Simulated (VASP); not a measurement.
Computed with PBE GGA with D4 dispersion, VASP's PBE PAW potentials (set 64) (plane waves; VASP).

Input for VASP

### KPOINTS
```
Automatic
0
gamma
18 18 18
```

**INCAR**
```
SYSTEM = Fe
PREC = Accurate; ENCUT = 520; LREAL = .FALSE.
LASPH = .TRUE.
EDIFF = 1E-7; NELM = 100; ALGO = Normal
LMAXMIX = 4
ISMEAR = 1; SIGMA = 0.1
GGA = PE; IVDW = 13
ISPIN = 2; MAGMOM = 2.1
ISIF = 2
LWAVE = .FALSE.; LCHARG = .FALSE.; LORBIT = 10
```

File POSCAR:
```
Fe
1
   -1.4169720420     1.4169720420     1.4169720420
    1.4169720420    -1.4169720420     1.4169720420
    1.4169720420     1.4169720420    -1.4169720420
Fe
1
Direct
  0.0000000000   0.0000000000   0.0000000000
```

POTCAR, in this order: Fe (PBE.64 set). Program: vasp_std.

The run wrote:

File OUTCAR:
```
 ion  position               nearest neighbor table
   1  0.000  0.000  0.000-
  LATTYP: Found a body centered cubic cell.
 ALAT       =     2.8339440840
 Subroutine PRICEL returns:
 Original cell was already a primitive cell.
 Subroutine GETGRP returns: Found 48 space group operations
The static configuration has the point symmetry O_h .
The dynamic configuration has the point symmetry O_h .
The overall configuration has the point symmetry O_h .
 Subroutine INISYM returns: Found 48 space group operations
 Subroutine IBZKPT returns following result:
 Found    195 irreducible k-points:

 Following reciprocal coordinates:
            Coordinates               Weight
  0.000000  0.000000  0.000000      1.000000
  0.055556  0.000000  0.000000     12.000000
  0.111111  0.000000  0.000000     12.000000
  0.166667  0.000000  0.000000     12.000000
  0.222222  0.000000  0.000000     12.000000
  0.277778  0.000000  0.000000     12.000000
  0.333333  0.000000  0.000000     12.000000
  0.388889  0.000000  0.000000     12.000000
  0.444444  0.000000  0.000000     12.000000
  0.500000  0.000000  0.000000      6.000000
  0.055556  0.055556  0.000000     24.000000
  0.111111  0.055556 -0.000000     48.000000
  0.166667  0.055556 -0.000000     48.000000
  0.222222  0.055556  0.000000     48.000000
  0.277778  0.055556  0.000000     48.000000
  0.333333  0.055556  0.000000     48.000000
  0.388889  0.055556  0.000000     48.000000
  0.444444  0.055556  0.000000     48.000000
  0.111111  0.111111  0.000000     24.000000
  0.166667  0.111111 -0.000000     48.000000
  0.222222  0.111111 -0.000000     48.000000
  0.277778  0.111111 -0.000000     48.000000
  0.333333  0.111111  0.000000     48.000000
  0.388889  0.111111  0.000000     48.000000
  0.444444  0.111111  0.000000     24.000000
  0.166667  0.166667  0.000000     24.000000
  0.222222  0.166667 -0.000000     48.000000
  0.277778  0.166667 -0.000000     48.000000
  0.333333  0.166667  0.000000     48.000000
  0.388889  0.166667  0.000000     48.000000
  0.222222  0.222222  0.000000     24.000000
  0.277778  0.222222  0.000000     48.000000
  0.333333  0.222222  0.000000     48.000000
  0.388889  0.222222  0.000000     24.000000
  0.277778  0.277778  0.000000     24.000000
  0.333333  0.277778  0.000000     48.000000
  0.333333  0.333333  0.000000      8.000000
  0.055556  0.055556  0.055556      8.000000
  0.111111  0.055556  0.055556     24.000000
  0.166667  0.055556  0.055556     24.000000
   k-points           NKPTS =    195   k-points in BZ     NKDIM =    195   number of bands    NBANDS=      9
   number of dos      NEDOS =    301   number of ions     NIONS =      1
   total plane-waves  NPLWV =   5832
   dimension x,y,z NGX =    18 NGY =   18 NGZ =   18
   dimension x,y,z NGXF=    36 NGYF=   36 NGZF=   36
   ions per type =               1
   PREC   = accura    normal or accurate (medium, high low for compatibility)
   ISTART =      0    job   : 0-new  1-cont  2-samecut
   ICHARG =      2    charge: 1-file 2-atom 10-const
   ISPIN  =      2    spin polarized calculation?
   LNONCOLLINEAR =      F non collinear calculations
   LSORBIT =      F    spin-orbit coupling
   INIWAV =      1    electr: 0-lowe 1-rand  2-diag
   ENCUT  =  520.0 eV  38.22 Ry    6.18 a.u.   4.56  4.56  4.56*2*pi/ulx,y,z
   NELM   =    100;   NELMIN=  2; NELMDL= -5     # of ELM steps
   EDIFF  = 0.1E-06   stopping-criterion for ELM
   LREAL  =      F    real-space projection
   NLSPLINE    = F    spline interpolate recip. space projectors
   LMAXMIX     =    4 max onsite mixed and CHGCAR
...
```

### OSZICAR
```
       N       E                     dE             d eps       ncg     rms          rms(c)
DAV:   1     0.152658657825E+02    0.15266E+02   -0.41537E+03  7341   0.109E+03
DAV:   2    -0.897998978578E+01   -0.24246E+02   -0.22896E+02  7062   0.129E+02
DAV:   3    -0.928971871344E+01   -0.30973E+00   -0.30867E+00  7936   0.200E+01
DAV:   4    -0.929116240030E+01   -0.14437E-02   -0.14436E-02  7660   0.126E+00
DAV:   5    -0.929117616869E+01   -0.13768E-04   -0.13769E-04  7616   0.111E-01    0.114E+01
DAV:   6    -0.832550374811E+01    0.96567E+00   -0.13478E+01  7427   0.588E+01    0.556E+00
DAV:   7    -0.825559749701E+01    0.69906E-01   -0.86680E-01  7421   0.144E+01    0.327E+00
DAV:   8    -0.825123182603E+01    0.43657E-02   -0.10513E-02  8680   0.898E-01    0.147E+00
DAV:   9    -0.824352992810E+01    0.77019E-02   -0.97671E-03  8787   0.810E-01    0.444E-01
DAV:  10    -0.824373601772E+01   -0.20609E-03   -0.51625E-03  8573   0.808E-01    0.271E-01
DAV:  11    -0.824416377840E+01   -0.42776E-03   -0.59552E-04  7995   0.302E-01    0.406E-02
DAV:  12    -0.824416272604E+01    0.10524E-05   -0.34982E-06  7788   0.247E-02    0.182E-02
DAV:  13    -0.824416448959E+01   -0.17636E-05   -0.40739E-06  7948   0.189E-02    0.124E-02
DAV:  14    -0.824416366901E+01    0.82058E-06   -0.68838E-07  5724   0.973E-03    0.645E-04
DAV:  15    -0.824416368757E+01   -0.18558E-07   -0.10913E-08  3561   0.128E-03
   1 F= -.85965795E+01 E0= -.85965595E+01  d E =-.598447E-04  mag=     2.1710
```

**OUTCAR**
```
------------------------ aborting loop because EDIFF is reached ----------------------------------------
  Edisp (eV):   -0.35242
  FORCE on cell =-STRESS in cart. coord.  units (eV):
  Direction    XX          YY          ZZ          XY          YZ          ZX
  --------------------------------------------------------------------------------------
  Total      -0.40683    -0.40683    -0.40683    -0.00000     0.00000    -0.00000
  in kB     -57.27694   -57.27694   -57.27694    -0.00000     0.00000    -0.00000
  external pressure =      -57.28 kB  Pullay stress =        0.00 kB
  volume of cell :       11.38
      direct lattice vectors                 reciprocal lattice vectors
    -1.416972042  1.416972042  1.416972042     0.000000000  0.352865113  0.352865113
     1.416972042 -1.416972042  1.416972042     0.352865113  0.000000000  0.352865113
     1.416972042  1.416972042 -1.416972042     0.352865113  0.352865113  0.000000000
 POSITION                                       TOTAL-FORCE (eV/Angst)
 -----------------------------------------------------------------------------------
      0.00000      0.00000      0.00000         0.000000      0.000000      0.000000
 -----------------------------------------------------------------------------------
    total drift:                                0.000000      0.000000      0.000000
  FREE ENERGIE OF THE ION-ELECTRON SYSTEM (eV)
  ---------------------------------------------------
  free  energy   TOTEN  =        -8.5965794960 eV

  energy  without entropy=       -8.5965196513  energy(sigma->0) =       -8.59655955

 total charge

# of ion       s       p       d       tot
------------------------------------------
    1        0.486   0.540   6.238   7.264

 magnetization (x)

# of ion       s       p       d       tot
------------------------------------------
    1       -0.013  -0.057   2.239   2.170
```
(Selected blocks of OUTCAR.)

The compound is Fe in the bcc structure. This cell is one point of a volume scan, at 1.03 of the reference volume.
